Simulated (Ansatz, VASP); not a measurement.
# CdS (Greenockite) in two plane-wave programs, part 2 of 2

Wanted: the spread between two codes on one cell, functional and k mesh. The structure shown is the end of the Ansatz relaxation below.

VASP 6.6.1 and Ansatz 0.2.0.

So far. Step 3 (VASP: single point, PBE, pair 1): The run ends at a pressure of 2.70 GPa, with forces up to 5.0e-4 eV/Å.

## (4) Side by side

Known differences besides the potentials themselves: the data sets hold 52 valence electrons in Ansatz (on its PAW soft_1 files) and 36 in VASP; the cutoff is 420 eV in Ansatz and 500 eV in VASP; Ansatz's pressure holds a Pulay correction, VASP's none. Total energies have different zeros and are not compared.

Both answers:

| quantity | Ansatz | VASP | difference |
| --- | --- | --- | --- |
| pressure (GPa) | 2.38 | 2.70 | -0.32 |
| gap on the k mesh (eV) | 1.205 | 1.209 | -0.004 |

A gap on the mesh is an upper bound, since the band edges may lie between its points.

## (5) Ansatz: relaxation, PBE

This run makes the geometry at which the two programs are then compared. The cell compared in this pair holds 103.14 Å³, against 100.01 Å³ for the pair before.

The structure compared here is the end of the Ansatz relaxation.

Contents of input.yaml:

```yaml
crystal:
  lattice:
    - [4.1803190091, 0.0, 0.0]
    - [-2.0901595046, 3.6202624578, 0.0]
    - [0.0, 0.0, 6.8148601103]
  atoms:
    - { symbol: S, position: [0.3333333333, 0.6666666667, 0.3754359319] }
    - { symbol: S, position: [0.6666666667, 0.3333333333, 0.8754359319] }
    - { symbol: Cd, position: [0.3333333333, 0.6666666667, -0.0004359319] }
    - { symbol: Cd, position: [0.6666666667, 0.3333333333, 0.4995640681] }
kpoints:
  mp_grid: { grid: [15, 15, 8] }
hamiltonian:
  xc: pbe
  pseudopotentials: { kind: paw, azcp: { folder: soft_1 } }
scf:
  occupations: { method: gaussian, width: 0.02 }
output:
  forces: true
  stress: true
  eigenvalues: true
relax:
  adjacent_minimum: "off"
  f_tol: 0.001
  max_steps: 60
  cell: { stress_tol: 0.01, fix: [volume] }
```

Launch:

```sh
> ansatz run input.yaml --threads 4 --pin off --max-ram 16384MiB --backend cpu --events-out ev --progress --plain --runs-dir out
```

Numbers of over 12 decimals in the logs are rounded to 6 here.

The log of the run:

```text
[...]
Crystal: 4 atoms, lattice volume = 103.135 Å³
Basis set: ecut = 420 eV, 1985 PW (Γ), exchange–correlation on 60×60×96 points (8 copies of the dense FFT grid, shifted against one another)
Bands: 32, of which v1, the nominal top of the filled ones, is band 26 counted from 1 (25 counted from 0)
Symmetry: 12 space group operations
[...]
--- Relaxed structure (3 steps of the walk, 3 accepted, 1 SCFs on fresh bases) ---
[...]
cell:  # Å, volume = 103.1351 Å³
    - [4.182752, 2.8884429754385218e-11, 0]
    - [-2.091376, 3.622369, 0]
    - [0, 0, 6.806936]
  atoms:
    - { symbol: S, position: [0.333333, 0.666667, 0.375774] }
    - { symbol: S, position: [0.666667, 0.333333, 0.875774] }
    - { symbol: Cd, position: [0.333333, 0.666667, -0.000774439] }
    - { symbol: Cd, position: [0.666667, 0.333333, 0.499226] }
[key lines of the parts left out:]
SCF converged after 7 iterations
Free energy (F): -18315.803938 eV
Fermi energy:    6.941816 eV
P = ⅓ Tr σ = 0.5466 GPa (5.466 kbar)
```

## (6) VASP: single point, PBE, pair 2

The same cell, functional, mesh and smearing now go to VASP, with its own data sets.

Contents of INCAR:

```
SYSTEM = CdS
PREC = Accurate
ENCUT = 500
EDIFF = 1E-06
NELM = 120
ISMEAR = 0
SIGMA = 0.02
LREAL = .FALSE.
ALGO = Normal
GGA = PE
NBANDS = 24
LORBIT = 11
LWAVE = .FALSE.
LCHARG = .FALSE.
ISIF = 2
LASPH = .TRUE.
GGA_COMPAT = .FALSE.
EFERMI = MIDGAP
KPAR = 2
```

Contents of POSCAR:

```
CdS
1.0
    4.1827515927      0.0000000000      0.0000000000
   -2.0913757964      3.6223691370      0.0000000000
    0.0000000000      0.0000000000      6.8069357112
S Cd
2 2
Direct
    0.3333333333      0.6666666667      0.3757744389
    0.6666666667      0.3333333333      0.8757744389
    0.3333333333      0.6666666667      0.9992255611
    0.6666666667      0.3333333333      0.4992255611
```

Contents of KPOINTS:

```
Automatic mesh
0
Gamma
15 15 8
0 0 0
```

Potentials, in the order of the species: S and Cd (PBE family, release 64).

Launch:

```sh
> mpirun -np 2 vasp_std
```

The log of the run:

```text
[... set-up lines as in an earlier step ...]
 entering main loop
       N       E                     dE             d eps       ncg     rms          rms(c)
DAV:   1     0.239980166508E+03    0.23998E+03   -0.17280E+04  6480   0.133E+03
DAV:   2    -0.904598947923E+00   -0.24088E+03   -0.23424E+03  7504   0.331E+02
DAV:   3    -0.132722435742E+02   -0.12368E+02   -0.12325E+02  7888   0.760E+01
DAV:   4    -0.133909645274E+02   -0.11872E+00   -0.11868E+00  7776   0.739E+00
[...]
DAV:  13    -0.122959734146E+02   -0.26552E-06   -0.13110E-05  8336   0.288E-02    0.773E-03
DAV:  14    -0.122959744872E+02   -0.10726E-05   -0.28229E-06  5976   0.147E-02    0.856E-03
DAV:  15    -0.122959742013E+02    0.28592E-06   -0.43779E-07  5552   0.355E-03
   1 F= -.12295974E+02 E0= -.12295974E+02  d E =0.000000E+00
```

OUTCAR, selected parts (step 6):

```text
  Total        0.5336703      0.5336703      0.5351844     -0.0000000      0.0000000      0.0000000
  in kB        8.2904325      8.2904325      8.3139539     -0.0000000      0.0000000      0.0000000
  external PRESSURE =       8.2982730 kB  Pullay stress =       0.0000000 kB

 POSITION                                       TOTAL-FORCE (eV/Angst)
 -----------------------------------------------------------------------------------
     -0.00000      2.41491      2.55787         0.000000     -0.000000     -0.000594
      2.09138      1.20746      5.96134        -0.000000      0.000000     -0.000594
     -0.00000      2.41491      6.80166        -0.000000     -0.000000      0.000594
      2.09138      1.20746      3.39820         0.000000     -0.000000      0.000594
 -----------------------------------------------------------------------------------
    total drift:                                0.000000     -0.000000     -0.000547

  FREE ENERGIE OF THE ION-ELECTRON SYSTEM (eV)
  ---------------------------------------------------
  free  energy   TOTEN  =       -12.2959742013 eV

  energy  without entropy=      -12.2959742013  energy(sigma->0) =      -12.29597420

[... 1 part as in an earlier step ...]

[... 2 further parts left out ...]
[key lines of the parts left out:]
E-fermi :   1.5584
```

The run ends at a pressure of 0.83 GPa, with forces up to 5.9e-4 eV/Å.

## (7) Side by side

What differs besides the data sets and the points named for the pairs above, as far as they apply: the data sets hold 52 valence electrons in Ansatz (on its PAW soft_1 files) and 36 in VASP. Total energies have different zeros and are not compared.

The two programs side by side:

| quantity | Ansatz | VASP | difference |
| --- | --- | --- | --- |
| pressure (GPa) | 0.55 | 0.83 | -0.28 |
| gap on the k mesh (eV) | 1.134 | 1.137 | -0.002 |

A gap on the mesh is an upper bound, since the band edges may lie between its points.

## (8) Results

- difference in gap on the k mesh (single point, PBE, pair 1): -0.0036 eV
- difference in gap on the k mesh (single point, PBE, pair 2): -0.0024 eV

**Reading.** The difference in gap on the k mesh is -0.0036 eV (single point, PBE, pair 1), within the 0.08 eV picked in this series as the mark of a large difference. The data sets hold unlike numbers of valence electrons (52 in Ansatz and 36 in VASP), so part of the differences comes from the potentials. Such differences can come from data sets, numerical settings and the points named under the comparisons, not from the functional's error against experiment.

[Lines on the potential files, build, host, timing and source positions are cut from VASP's logs without a mark.]

[Logs are printed without paths, hosts, clocks, repeated set-up lines and the standing remarks that a program may print on its own settings, such as how far it seeks lower states.]

[Hosts, paths, dates, database ids (printed as entryN), source tags and the programs' standing remarks are cut or masked in the printed files.]
